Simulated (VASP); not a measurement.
Level of theory: PBEsol GGA, VASP's PBE PAW potentials (set 64) (plane waves; VASP).

VASP ran on this input.

File POSCAR:
```
NaAsF6
1
    0.0000000000     3.9659230000     3.9659230000
    3.9659230000     0.0000000000     3.9659230000
    3.9659230000     3.9659230000     0.0000000000
Na As F
1 1 6
Direct
  0.5000000000   0.5000000000   0.5000000000
  0.0000000000   0.0000000000   0.0000000000
  0.7816300000   0.7816300000   0.2183700000
  0.2183700000   0.2183700000   0.7816300000
  0.2183700000   0.7816300000   0.7816300000
  0.7816300000   0.2183700000   0.2183700000
  0.7816300000   0.2183700000   0.7816300000
  0.2183700000   0.7816300000   0.2183700000
```

INCAR:
```
SYSTEM  =  NaAsF6
PREC  =  Accurate; ENCUT  =  400; LREAL  =  .FALSE.
LASPH  =  .TRUE.
EDIFF  =  1E-6; NELM  =  100; ALGO  =  Normal
LMAXMIX  =  4
ISMEAR  =  0; SIGMA  =  0.01
GGA  =  PS
ISIF  =  2
LWAVE  =  .FALSE.; LCHARG  =  .FALSE.
```

**KPOINTS**
```
K-points
0
gamma
 3 3 3
```

POTCAR, in this order: Na_pv As F (PBE.64 set). Program: vasp_std.

The resulting files:

**OSZICAR**
```
       N       E                     dE             d eps       ncg     rms          rms(c)
DAV:   1     0.468146710930E+03    0.46815E+03   -0.26949E+04   264   0.142E+03
DAV:   2    -0.301501360033E+01   -0.47116E+03   -0.46192E+03   312   0.393E+02
DAV:   3    -0.403835891355E+02   -0.37369E+02   -0.37285E+02   312   0.125E+02
DAV:   4    -0.409799387299E+02   -0.59635E+00   -0.59601E+00   320   0.182E+01
DAV:   5    -0.409953653647E+02   -0.15427E-01   -0.15422E-01   312   0.265E+00    0.133E+01
DAV:   6    -0.373938882799E+02    0.36015E+01   -0.12309E+01   312   0.208E+01    0.605E+00
DAV:   7    -0.372953378837E+02    0.98550E-01   -0.78328E-01   312   0.490E+00    0.251E+00
DAV:   8    -0.372697841099E+02    0.25554E-01   -0.54727E-02   312   0.189E+00    0.705E-01
DAV:   9    -0.372719717939E+02   -0.21877E-02   -0.11147E-02   352   0.739E-01    0.195E-01
DAV:  10    -0.372726777361E+02   -0.70594E-03   -0.20601E-03   272   0.326E-01    0.892E-02
DAV:  11    -0.372727766679E+02   -0.98932E-04   -0.16694E-04   312   0.917E-02    0.395E-02
DAV:  12    -0.372728054716E+02   -0.28804E-04   -0.18291E-05   296   0.317E-02    0.831E-03
DAV:  13    -0.372728055195E+02   -0.47853E-07   -0.84446E-07   216   0.563E-03
   1 F= -.37272806E+02 E0= -.37272806E+02  d E =-.184098E-20
```

OUTCAR:
```
------------------------ aborting loop because EDIFF is reached ----------------------------------------
  FORCE on cell =-STRESS in cart. coord.  units (eV):
  Direction    XX          YY          ZZ          XY          YZ          ZX
  --------------------------------------------------------------------------------------
  Total       -3.8014063     -3.8014063     -3.8014063      0.0000000     -0.0000000      0.0000000
  in kB      -48.8193550    -48.8193550    -48.8193550      0.0000000     -0.0000000      0.0000000
  external PRESSURE =     -48.8193550 kB  Pullay stress =       0.0000000 kB
  volume of cell :      124.76
      direct lattice vectors                 reciprocal lattice vectors
     0.000000000  3.965923000  3.965923000    -0.126074056  0.126074056  0.126074056
     3.965923000  0.000000000  3.965923000     0.126074056 -0.126074056  0.126074056
     3.965923000  3.965923000  0.000000000     0.126074056  0.126074056 -0.126074056
 POSITION                                       TOTAL-FORCE (eV/Angst)
 -----------------------------------------------------------------------------------
      3.96592      3.96592      3.96592         0.000000      0.000000      0.000000
      0.00000      0.00000      0.00000         0.000000      0.000000      0.000000
      3.96592      3.96592      6.19977         0.000000      0.000000     -0.594959
      3.96592      3.96592      1.73208         0.000000      0.000000      0.594959
      6.19977      3.96592      3.96592        -0.594959      0.000000      0.000000
      1.73208      3.96592      3.96592         0.594959      0.000000      0.000000
      3.96592      6.19977      3.96592         0.000000     -0.594959      0.000000
      3.96592      1.73208      3.96592         0.000000      0.594959      0.000000
 -----------------------------------------------------------------------------------
    total drift:                                0.000000      0.000000      0.000000
  FREE ENERGIE OF THE ION-ELECTRON SYSTEM (eV)
  ---------------------------------------------------
  free  energy   TOTEN  =       -37.2728055195 eV

  energy  without entropy=      -37.2728055195  energy(sigma->0) =      -37.27280552
```
(Selected blocks of OUTCAR.)

File OUTCAR:
```
 val. band max:       -4.0110115614   @ k =   0.0000   0.0000   0.0000

 cond. band min:       1.6312623641   @ k =   0.0000   0.0000   0.0000


 Fermi energy:        -3.9474862391

 k-point     1 :       0.0000    0.0000    0.0000
  band No.  band energies     occupation
      1     -26.4691      2.00000
      2     -24.8206      2.00000
      3     -24.8206      2.00000
      4     -24.8206      2.00000
      5     -23.9706      2.00000
      6     -23.9706      2.00000
      7     -22.2782      2.00000
      8     -22.2782      2.00000
      9     -22.2782      2.00000
     10     -12.6092      2.00000
     11      -8.7473      2.00000
     12      -8.7473      2.00000
     13      -8.7473      2.00000
     14      -6.4817      2.00000
     15      -6.4817      2.00000
     16      -6.4817      2.00000
     17      -5.9347      2.00000
     18      -5.9347      2.00000
     19      -4.9107      2.00000
     20      -4.9107      2.00000
     21      -4.9107      2.00000
     22      -4.8224      2.00000
     23      -4.8224      2.00000
     24      -4.8224      2.00000
     25      -4.0110      2.00000
     26      -4.0110      2.00000
     27      -4.0110      2.00000
     28       1.6313      0.00000
     29       5.6674      0.00000
     30       7.8561      0.00000
     31       7.8561      0.00000
     32       7.8561      0.00000

 k-point     2 :       0.3333    0.0000    0.0000
  band No.  band energies     occupation
      1     -26.4541      2.00000
      2     -24.8363      2.00000
      3     -24.7817      2.00000
      4     -24.7817      2.00000
      5     -24.0397      2.00000
      6     -24.0397      2.00000
      7     -22.3037      2.00000
      8     -22.2502      2.00000
      9     -22.2502      2.00000
     10     -12.4324      2.00000
     11      -8.9092      2.00000
     12      -8.6362      2.00000
     13      -8.6362      2.00000
     14      -6.3915      2.00000
     15      -6.3406      2.00000
     16      -6.3406      2.00000
...
```

At this cut-off the stress carries a Pulay error, which pulls relaxed volumes low.

The structure comes from a computed database's NaAsF6 entry (Fm-3m); how it stands against other phases isn't given here. The cell was not relaxed at this level. The k-mesh is coarse (spacing up to 0.46 per Å, 2π included), so the numbers may not be converged in it. The run is one of a series of settings (KPOINTS 3×3×3 Γ-centred mesh against the base run), some of them coarse on purpose.
